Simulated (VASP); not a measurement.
# Co2Cu2C: magnetic orders, part 5 of 5

Is Co2Cu2C a ferromagnet or an antiferromagnet at this level? The cell is invented: it takes the structure of a Materials Project entry for Mn2Co2C (space group 123 there), with some of its atoms replaced by other elements, volume scaled by an estimate. It may not be a known or stable phase.

VASP 6.6.1, plane waves and PAW; the level of theory is named at each step.

Still holding for the runs below: The k-mesh is coarse for a metal.

So far, largest spin moment in the PAW sphere (μB): step 2 (relax in the ferromagnetic state, LDA, DFT+U) 1.02; step 3 (magnetic order, start order fm, signs ++++, LDA, DFT+U, from parallel moments) 1.05; step 4 (magnetic order, start order AFM 1, signs +-+-) 1.22; step 5 (magnetic order, start order ferri 2, signs ++--) 1.05. The relaxed cell has a = 3.593, c = 3.841 Å (conventional setting).

## Step 6: Magnetic order, start order ferri 3, signs +++-

Level of this step: LDA, DFT+U (Co d 3 eV, Cu d 2 eV), spin-polarised, from moments of both signs; plane waves and PAW (Cu, Co, C); invented cell (VASP).

Input file INCAR:

```
SYSTEM = Co2Cu2C
PREC = Accurate
ENCUT = 480
EDIFF = 1E-06
NELM = 150
ISMEAR = 0
SIGMA = 0.05
LREAL = .FALSE.
ALGO = Normal
GGA = CA
NBANDS = 30
ISPIN = 2
MAGMOM = 0.6 0.6 2 -2 0
LDAU = .TRUE.
LDAUTYPE = 2
LDAUL = 2 2 -1
LDAUU = 2 3 0
LDAUJ = 0 0 0
LDAUPRINT = 1
LASPH = .TRUE.
LMAXMIX = 4
LORBIT = 11
LWAVE = .FALSE.
LCHARG = .FALSE.
AMIX = 0.2
BMIX = 1E-04
AMIX_MAG = 0.8
BMIX_MAG = 1E-04
```

Input file POSCAR:

```
Co2Cu2C
1.0
    3.5927436800      0.0000000000      0.0000000000
    0.0000000000      3.5927436800      0.0000000000
    0.0000000000      0.0000000000      3.8411341637
Cu Co C
2 2 1
Direct
    0.0000000000      0.0000000000      0.0000000000
    0.5000000000      0.5000000000      0.0000000000
    0.5000000000      0.0000000000      0.5000000000
    0.0000000000      0.5000000000      0.5000000000
    0.5000000000      0.5000000000      0.5000000000
```

Input file KPOINTS:

```
Automatic mesh
0
Gamma
5 5 5
0 0 0
```

PAW data sets: Cu, Co and C (LDA family, release 64).

Launch:

```
> mpirun -np 1 vasp_std
```

Log:

```text
[... set-up lines as in an earlier step ...]
 entering main loop
       N       E                     dE             d eps       ncg     rms          rms(c)
DAV:   1     0.333167012115E+03    0.33317E+03   -0.18636E+04  3384   0.217E+03
DAV:   2     0.242050784408E+00   -0.33292E+03   -0.31828E+03  3252   0.386E+02
DAV:   3    -0.333085359760E+02   -0.33551E+02   -0.31726E+02  4030   0.157E+02
DAV:   4    -0.346855417763E+02   -0.13770E+01   -0.13630E+01  4402   0.333E+01
[...]
DAV:  33    -0.281108464417E+02    0.27759E-05   -0.31416E-05  4882   0.694E-02    0.334E-02
DAV:  34    -0.281108407324E+02    0.57093E-05   -0.76461E-06  2944   0.535E-02    0.289E-02
DAV:  35    -0.281108402724E+02    0.46005E-06   -0.27934E-06  2390   0.188E-02
   1 F= -.28110840E+02 E0= -.28107067E+02  d E =-.754745E-02  mag=    -0.0754
```

It took 3.5 min on 1 MPI rank of AMD EPYC 7R43, shared host; peak memory 0.15 GiB.

OUTCAR, selected parts (step 6):

```text
  Total       -0.4972203     -0.6305957     -1.8559018      0.0000000      0.0000000      0.0000000
  in kB      -16.0674712    -20.3774394    -59.9727050      0.0000000      0.0000000      0.0000000
  external PRESSURE =     -32.1392052 kB  Pullay stress =       0.0000000 kB

  FREE ENERGIE OF THE ION-ELECTRON SYSTEM (eV)
  ---------------------------------------------------
  free  energy   TOTEN  =       -28.1108402724 eV

  energy  without entropy=      -28.1032928244  energy(sigma->0) =      -28.10706655

 magnetization (x)
# of ion       s       p       d       tot
------------------------------------------
    1        0.000   0.000  -0.003  -0.002
    2       -0.001   0.000  -0.001  -0.002
    3        0.014   0.009   0.797   0.819
    4       -0.014  -0.009  -0.865  -0.887
    5        0.000   0.000   0.000   0.000
--------------------------------------------------
tot         -0.001   0.001  -0.072  -0.072

[... 3 parts as in an earlier step ...]

[... 1 further part left out ...]
[key lines of the parts left out:]
E-fermi :   8.5680
```

The largest moment at the end is 0.89 μB, and the moments of the cell sum to -0.08 μB.

## Step 7: Magnetic order, start order ferri 4, signs +-++

INCAR: that of step 6 with these lines changed.

```diff
@@ -12,3 +12,3 @@
 ISPIN = 2
-MAGMOM = 0.6 0.6 2 -2 0
+MAGMOM = 0.6 -0.6 2 2 0
 LDAU = .TRUE.
```

POSCAR is that of step 6.

KPOINTS is that of step 6.

Launch:

```
> mpirun -np 1 vasp_std
```

Log:

```text
[... set-up lines as in an earlier step ...]
 entering main loop
       N       E                     dE             d eps       ncg     rms          rms(c)
DAV:   1     0.331955764707E+03    0.33196E+03   -0.19007E+04  2272   0.221E+03
DAV:   2     0.508738267910E+00   -0.33145E+03   -0.31610E+03  2172   0.386E+02
DAV:   3    -0.334764172823E+02   -0.33985E+02   -0.31907E+02  2718   0.157E+02
DAV:   4    -0.348817063770E+02   -0.14053E+01   -0.13803E+01  2874   0.335E+01
[...]
DAV:  17    -0.283097570517E+02   -0.14373E-04   -0.48361E-05  3760   0.129E-01    0.103E-02
DAV:  18    -0.283097584978E+02   -0.14460E-05   -0.60384E-06  2204   0.415E-02    0.601E-03
DAV:  19    -0.283097587005E+02   -0.20276E-06   -0.12700E-06  1290   0.155E-02
   1 F= -.28309759E+02 E0= -.28308865E+02  d E =-.178779E-02  mag=     2.0006
```

It took 70 s on 1 MPI rank; peak memory 0.14 GiB.

Parts of OUTCAR (step 7):

```text
  Total        0.1163401      0.1163401      0.0704465      0.0000000      0.0000000      0.0000000
  in kB        3.7594828      3.7594828      2.2764499      0.0000000      0.0000000      0.0000000
  external PRESSURE =       3.2651385 kB  Pullay stress =       0.0000000 kB

  FREE ENERGIE OF THE ION-ELECTRON SYSTEM (eV)
  ---------------------------------------------------
  free  energy   TOTEN  =       -28.3097587005 eV

  energy  without entropy=      -28.3079709124  energy(sigma->0) =      -28.30886481

[... 4 parts as in an earlier step ...]

[... 1 further part left out ...]
[key lines of the parts left out:]
E-fermi :   8.8664
```

The largest moment at the end is 1.05 μB, and the moments of the cell sum to 2.00 μB.

## Step 8: The series together

Times are for 1 MPI rank of AMD EPYC 7R43, shared host. The runs compared:

| no. | start order | energy at zero smearing (eV) | moment of the cell, from the last line of the log (μB) | time | memory (GiB) |
| --- | --- | --- | --- | --- | --- |
| 1 | fm | -28.31 | 2.001 | 64 s | 0.14 |
| 2 | afm 1 | -28.23 | -0.311 | 2.4 min | 0.16 |
| 3 | ferri 2 | -28.31 | -2.000 | 59 s | 0.14 |
| 4 | ferri 3 | -28.11 | -0.0754 | 3.5 min | 0.15 |
| 5 | ferri 4 | -28.31 | 2.001 | 70 s | 0.14 |

## Step 9: No spin polarisation

This step: LDA, DFT+U (Co d 3 eV, Cu d 2 eV), no spin polarisation; plane waves and PAW (Cu, Co, C); invented cell (VASP 6.6.1).

A run without spin shows what magnetism as such gains.

INCAR: that of step 7 with these lines changed.

```diff
@@ -10,5 +10,3 @@
 GGA = CA
-NBANDS = 30
-ISPIN = 2
-MAGMOM = 0.6 -0.6 2 2 0
+NBANDS = 28
 LDAU = .TRUE.
```

POSCAR is that of step 7.

KPOINTS is that of step 7.

Launch:

```
> mpirun -np 1 vasp_std
```

Log:

```text
[... set-up lines as in an earlier step ...]
 entering main loop
       N       E                     dE             d eps       ncg     rms          rms(c)
DAV:   1     0.328212103028E+03    0.32821E+03   -0.19404E+04  1048   0.233E+03
DAV:   2    -0.735692204302E+00   -0.32895E+03   -0.31784E+03  1008   0.399E+02
DAV:   3    -0.330428248053E+02   -0.32307E+02   -0.30527E+02  1260   0.161E+02
DAV:   4    -0.345287824782E+02   -0.14860E+01   -0.14647E+01  1484   0.358E+01
DAV:   5    -0.345568599503E+02   -0.28077E-01   -0.28056E-01  1276   0.485E+00    0.277E+01
DAV:   6    -0.281756270567E+02    0.63812E+01   -0.17749E+01  1412   0.109E+02    0.114E+01
DAV:   7    -0.284639127644E+02   -0.28829E+00   -0.70372E+00  1624   0.523E+01    0.813E+00
DAV:   8    -0.281698537818E+02    0.29406E+00   -0.11354E+00  1636   0.340E+01    0.644E+00
DAV:   9    -0.280894461151E+02    0.80408E-01   -0.37422E-01  1220   0.945E+00    0.355E+00
DAV:  10    -0.280733847922E+02    0.16061E-01   -0.18352E-01  1140   0.873E+00    0.103E+00
DAV:  11    -0.280673091490E+02    0.60756E-02   -0.22103E-02  1348   0.324E+00    0.704E-01
DAV:  12    -0.280627379867E+02    0.45712E-02   -0.10995E-02  1708   0.197E+00    0.264E-01
DAV:  13    -0.280625494896E+02    0.18850E-03   -0.46791E-03  1480   0.895E-01    0.158E-01
DAV:  14    -0.280627521063E+02   -0.20262E-03   -0.53559E-04  1412   0.372E-01    0.755E-02
DAV:  15    -0.280628463608E+02   -0.94254E-04   -0.31643E-04  1568   0.602E-01    0.671E-02
DAV:  16    -0.280628761445E+02   -0.29784E-04   -0.19354E-04  1696   0.284E-01    0.317E-02
DAV:  17    -0.280628718039E+02    0.43406E-05   -0.30427E-05  1724   0.161E-01    0.193E-02
DAV:  18    -0.280628825649E+02   -0.10761E-04   -0.51605E-05  1804   0.209E-01    0.135E-02
DAV:  19    -0.280628830696E+02   -0.50474E-06   -0.78336E-06  1296   0.616E-02
   1 F= -.28062883E+02 E0= -.28059045E+02  d E =-.767600E-02
```

The job ended after 33 s (1 MPI rank; peak memory 0.12 GiB).

From OUTCAR (step 9):

```text
   k-points           NKPTS =     18   k-points in BZ     NKDIM =     18   number of bands    NBANDS=     28

   NELECT =      44.0000    total number of electrons

atom =   1  type =  1  l = 2

 onsite density matrix

spin component  1

  0.9347  0.0000  0.0000 -0.0000  0.0000
  0.0000  0.9277  0.0000 -0.0000  0.0000
  0.0000  0.0000  0.9339  0.0000 -0.0000
 -0.0000 -0.0000  0.0000  0.9277 -0.0000
  0.0000  0.0000 -0.0000 -0.0000  0.9296

spin component  2

 occupancies and eigenvectors

  o =  0.9277  v =  0.0000  0.9974 -0.0000  0.0716  0.0000  0.0000  0.0000  0.0000  0.0000  0.0000      0.0000  0.0000  0.0000  0.0000  0.0000  0.0000  0.0000  0.0000  0.0000  0.0000
  o =  0.9277  v =  0.0000  0.0000  0.0000  0.0000  0.0000  0.0000  0.9974 -0.0000  0.0716  0.0000      0.0000  0.0000  0.0000  0.0000  0.0000  0.0000  0.0000  0.0000  0.0000  0.0000
  o =  0.9277  v =  0.0000 -0.0716 -0.0000  0.9974 -0.0000  0.0000  0.0000  0.0000  0.0000  0.0000      0.0000  0.0000  0.0000  0.0000  0.0000  0.0000  0.0000  0.0000  0.0000  0.0000
  o =  0.9277  v =  0.0000  0.0000  0.0000  0.0000  0.0000  0.0000 -0.0716 -0.0000  0.9974 -0.0000      0.0000  0.0000  0.0000  0.0000  0.0000  0.0000  0.0000  0.0000  0.0000  0.0000
  o =  0.9296  v =  0.0000 -0.0000  0.0000  0.0000  1.0000  0.0000  0.0000  0.0000  0.0000  0.0000      0.0000  0.0000  0.0000  0.0000  0.0000  0.0000  0.0000  0.0000  0.0000  0.0000
  o =  0.9296  v =  0.0000  0.0000  0.0000  0.0000  0.0000  0.0000 -0.0000  0.0000  0.0000  1.0000      0.0000  0.0000  0.0000  0.0000  0.0000  0.0000  0.0000  0.0000  0.0000  0.0000
  o =  0.9339  v =  0.0000  0.0000  1.0000  0.0000 -0.0000  0.0000  0.0000  0.0000  0.0000  0.0000      0.0000  0.0000  0.0000  0.0000  0.0000  0.0000  0.0000  0.0000  0.0000  0.0000
  o =  0.9339  v =  0.0000  0.0000  0.0000  0.0000  0.0000  0.0000  0.0000  1.0000  0.0000 -0.0000      0.0000  0.0000  0.0000  0.0000  0.0000  0.0000  0.0000  0.0000  0.0000  0.0000
  o =  0.9347  v =  1.0000  0.0000  0.0000  0.0000  0.0000  0.0000  0.0000  0.0000  0.0000  0.0000      0.0000  0.0000  0.0000  0.0000  0.0000  0.0000  0.0000  0.0000  0.0000  0.0000
  o =  0.9347  v =  0.0000  0.0000  0.0000  0.0000  0.0000  1.0000  0.0000  0.0000  0.0000  0.0000      0.0000  0.0000  0.0000  0.0000  0.0000  0.0000  0.0000  0.0000  0.0000  0.0000

atom =   2  type =  1  l = 2

 onsite density matrix

spin component  1

  0.9403 -0.0000  0.0000 -0.0000 -0.0000
 -0.0000  0.9350 -0.0000  0.0000 -0.0000
  0.0000 -0.0000  0.8904 -0.0000 -0.0000
 -0.0000  0.0000 -0.0000  0.9350 -0.0000
 -0.0000 -0.0000 -0.0000 -0.0000  0.9428

spin component  2

 occupancies and eigenvectors

  o =  0.8904  v =  0.0000 -0.0000 -1.0000  0.0000 -0.0000  0.0000  0.0000  0.0000  0.0000  0.0000      0.0000  0.0000  0.0000  0.0000  0.0000  0.0000  0.0000  0.0000  0.0000  0.0000
  o =  0.8904  v =  0.0000  0.0000  0.0000  0.0000  0.0000  0.0000 -0.0000 -1.0000  0.0000 -0.0000      0.0000  0.0000  0.0000  0.0000  0.0000  0.0000  0.0000  0.0000  0.0000  0.0000
  o =  0.9350  v =  0.0000 -0.0547 -0.0000 -0.9985 -0.0000  0.0000  0.0000  0.0000  0.0000  0.0000      0.0000  0.0000  0.0000  0.0000  0.0000  0.0000  0.0000  0.0000  0.0000  0.0000
  o =  0.9350  v =  0.0000  0.0000  0.0000  0.0000  0.0000  0.0000 -0.0547 -0.0000 -0.9985 -0.0000      0.0000  0.0000  0.0000  0.0000  0.0000  0.0000  0.0000  0.0000  0.0000  0.0000
  o =  0.9350  v =  0.0000 -0.9985  0.0000  0.0547 -0.0000  0.0000  0.0000  0.0000  0.0000  0.0000      0.0000  0.0000  0.0000  0.0000  0.0000  0.0000  0.0000  0.0000  0.0000  0.0000
  o =  0.9350  v =  0.0000  0.0000  0.0000  0.0000  0.0000  0.0000 -0.9985  0.0000  0.0547 -0.0000      0.0000  0.0000  0.0000  0.0000  0.0000  0.0000  0.0000  0.0000  0.0000  0.0000
  o =  0.9403  v =  1.0000  0.0000  0.0000  0.0000  0.0000  0.0000  0.0000  0.0000  0.0000  0.0000      0.0000  0.0000  0.0000  0.0000  0.0000  0.0000  0.0000  0.0000  0.0000  0.0000
[...]
o =  0.7810  v =  0.0000  0.0000  0.0000  0.0000  0.0000  0.0000 -0.0000  0.7020 -0.0000  0.7122      0.0000  0.0000  0.0000  0.0000  0.0000  0.0000  0.0000  0.0000  0.0000  0.0000
  o =  0.7810  v =  0.0000 -0.0000  0.7020 -0.0000  0.7122  0.0000  0.0000  0.0000  0.0000  0.0000      0.0000  0.0000  0.0000  0.0000  0.0000  0.0000  0.0000  0.0000  0.0000  0.0000
  o =  0.8110  v =  0.0000  0.0000  0.0000  0.0000  0.0000  0.0000  0.0000  0.0000  1.0000  0.0000      0.0000  0.0000  0.0000  0.0000  0.0000  0.0000  0.0000  0.0000  0.0000  0.0000
  o =  0.8110  v =  0.0000  0.0000  0.0000  1.0000  0.0000  0.0000  0.0000  0.0000  0.0000  0.0000      0.0000  0.0000  0.0000  0.0000  0.0000  0.0000  0.0000  0.0000  0.0000  0.0000
  o =  0.8479  v =  0.0000  0.0000  0.0000  0.0000  0.0000  0.0000 -0.0000  0.7122  0.0000 -0.7020      0.0000  0.0000  0.0000  0.0000  0.0000  0.0000  0.0000  0.0000  0.0000  0.0000
  o =  0.8479  v =  0.0000 -0.0000  0.7122  0.0000 -0.7020  0.0000  0.0000  0.0000  0.0000  0.0000      0.0000  0.0000  0.0000  0.0000  0.0000  0.0000  0.0000  0.0000  0.0000  0.0000

atom =   4  type =  2  l = 2

 onsite density matrix

spin component  1

  0.6644 -0.0000 -0.0000  0.0000 -0.0000
 -0.0000  0.8110  0.0000  0.0000 -0.0000
 -0.0000  0.0000  0.8149  0.0000  0.0334
  0.0000  0.0000  0.0000  0.7260  0.0000
 -0.0000 -0.0000  0.0334  0.0000  0.8139

spin component  2

 occupancies and eigenvectors

  o =  0.6644  v =  1.0000  0.0000  0.0000  0.0000  0.0000  0.0000  0.0000  0.0000  0.0000  0.0000      0.0000  0.0000  0.0000  0.0000  0.0000  0.0000  0.0000  0.0000  0.0000  0.0000
  o =  0.6644  v =  0.0000  0.0000  0.0000  0.0000  0.0000  1.0000  0.0000  0.0000  0.0000  0.0000      0.0000  0.0000  0.0000  0.0000  0.0000  0.0000  0.0000  0.0000  0.0000  0.0000
  o =  0.7260  v =  0.0000  0.0000  0.0000  1.0000 -0.0000  0.0000  0.0000  0.0000  0.0000  0.0000      0.0000  0.0000  0.0000  0.0000  0.0000  0.0000  0.0000  0.0000  0.0000  0.0000
  o =  0.7260  v =  0.0000  0.0000  0.0000  0.0000  0.0000  0.0000  0.0000  0.0000  1.0000 -0.0000      0.0000  0.0000  0.0000  0.0000  0.0000  0.0000  0.0000  0.0000  0.0000  0.0000
  o =  0.7810  v =  0.0000  0.0000 -0.7020  0.0000  0.7122  0.0000  0.0000  0.0000  0.0000  0.0000      0.0000  0.0000  0.0000  0.0000  0.0000  0.0000  0.0000  0.0000  0.0000  0.0000
  o =  0.7810  v =  0.0000  0.0000  0.0000  0.0000  0.0000  0.0000  0.0000 -0.7020  0.0000  0.7122      0.0000  0.0000  0.0000  0.0000  0.0000  0.0000  0.0000  0.0000  0.0000  0.0000
  o =  0.8110  v =  0.0000  1.0000 -0.0000 -0.0000 -0.0000  0.0000  0.0000  0.0000  0.0000  0.0000      0.0000  0.0000  0.0000  0.0000  0.0000  0.0000  0.0000  0.0000  0.0000  0.0000
  o =  0.8110  v =  0.0000  0.0000  0.0000  0.0000  0.0000  0.0000  1.0000 -0.0000 -0.0000 -0.0000      0.0000  0.0000  0.0000  0.0000  0.0000  0.0000  0.0000  0.0000  0.0000  0.0000
  o =  0.8479  v =  0.0000  0.0000  0.0000  0.0000  0.0000  0.0000 -0.0000 -0.7122  0.0000 -0.7020      0.0000  0.0000  0.0000  0.0000  0.0000  0.0000  0.0000  0.0000  0.0000  0.0000
  o =  0.8479  v =  0.0000 -0.0000 -0.7122  0.0000 -0.7020  0.0000  0.0000  0.0000  0.0000  0.0000      0.0000  0.0000  0.0000  0.0000  0.0000  0.0000  0.0000  0.0000  0.0000  0.0000

 E-fermi :   8.3461

 k-point     1 :       0.0000    0.0000    0.0000
  band No.  band energies     occupation
    ...
     19       7.5377      2.00000
     20       7.5377      2.00000
     21       8.3483      0.95001
     22       8.3483      0.95001
     23       8.3535      0.83343
     24       8.8913      0.00000
     25      12.5226      0.00000
     26      14.4259      0.00000
     27      14.8209      0.00000
     28      14.8209      0.00000

 k-point     2 :       0.2000    0.0000    0.0000
  band No.  band energies     occupation
    ...
     18       7.5325      2.00000
     19       7.5861      2.00000
     20       7.6986      2.00000
     21       8.2184      1.99970
     22       8.3200      1.53878
     23       8.5273      0.00000
     24       9.2347      0.00000
     25      12.7646      0.00000
     26      13.4999      0.00000
     27      14.7113      0.00000
    ...

  Total       -1.6786113     -1.6786113     -1.9911712      0.0000000      0.0000000      0.0000000
  in kB      -54.2436328    -54.2436328    -64.3438800      0.0000000      0.0000000      0.0000000
  external PRESSURE =     -57.6103819 kB  Pullay stress =       0.0000000 kB

  FREE ENERGIE OF THE ION-ELECTRON SYSTEM (eV)
  ---------------------------------------------------
  free  energy   TOTEN  =       -28.0628830696 eV

  energy  without entropy=      -28.0552070736  energy(sigma->0) =      -28.05904507

[... 8 parts as in an earlier step ...]

[... 8 further parts left out ...]
```

This run has no spin polarisation, so a moment on Co, if there is one, isn't seen. A U on the itinerant d states of such a compound is hard to justify; it moves the bands at the Fermi level.

This step gave:

```
free energy (TOTEN)     : -28.06 eV
energy at zero smearing : -28.06 eV
Fermi energy            : 8.346 eV
```

Energy at zero smearing: -28.05905 eV.

## Step 10: Summary

This step: collinear magnetic orders, LDA, DFT+U (Co d 3 eV, Cu d 2 eV); plane waves and PAW; invented cell (VASP 6.6.1).

No new run; the numbers come from the runs before.

This step gave:

| Item | Value |
| --- | --- |
| mean moment in the lowest run | 1.048 μB |

Orders, by row:

| order | signs | energy above the lowest (meV/magnetic atom) | total moment (μB) | mean moment on carriers (μB) | gap on the mesh (eV) | signs at the end, of the atoms given a moment |
| --- | --- | --- | --- | --- | --- | --- |
| fm | ++++ | 0 | 2.001 | 1.048 | 0 | 00++ |
| afm 1 | +-+- | 36.96 | -0.311 | 1.089 | 0 | 00+- |
| ferri 2 | ++-- | 0 | -2 | 1.048 | 0 | 00-- |
| ferri 3 | +++- | 100.9 | -0.07546 | 0.853 | 0 | 00+- |
| ferri 4 | +-++ | 0 | 2 | 1.048 | 0 | 00++ |
| nm |  | 124.9 | 0 | 0 | 0 | - |

## Step 11: Results

* mean moment in the lowest run: 1.05 μB

In words: The lowest run started as fm and holds 1.05 μB on average over the atoms that kept a moment; the next state, from afm 1, lies 37.0 meV a magnetic atom higher. The starts fm, ferri 2 and ferri 4 ended within 0.5 meV of each other, with moments of like size, so they probably reached one state. It ends with the signs 00++ and a net moment of 2.00 μB a cell: the moments given at the start all parallel. The starts fm, afm 1, ferri 2, ferri 3 and ferri 4 ended with other signs than typed, or lost moments. The cell was not relaxed for each state; the pressures of the magnetic ones run from -3.2 to 0.4 GPa, which can move the order. On this k mesh the moments and energy differences of a metal are not converged, and no denser mesh was tried, so the order found is tentative. Cu started with a moment and ended without one in every run, so it isn't counted among the magnetic atoms. No other collinear orders were tried, and their comparison leaves spin-orbit coupling out.

[Lines on the potential files, build, host, timing and source positions are cut from VASP's logs without a mark.]

[Logs are printed without paths, hosts, clocks, repeated set-up lines and the standing remarks that a program may print on its own settings, such as how far it seeks lower states.]

[Hosts, paths, dates, database ids (printed as entryN), source tags and the programs' standing remarks are cut or masked in the printed files.]

[In band tables of VASP the shares of atoms and orbitals are scaled to a sum of 1 inside the atoms' spheres.]

[Runs that stopped without an error message from VASP are left out.]
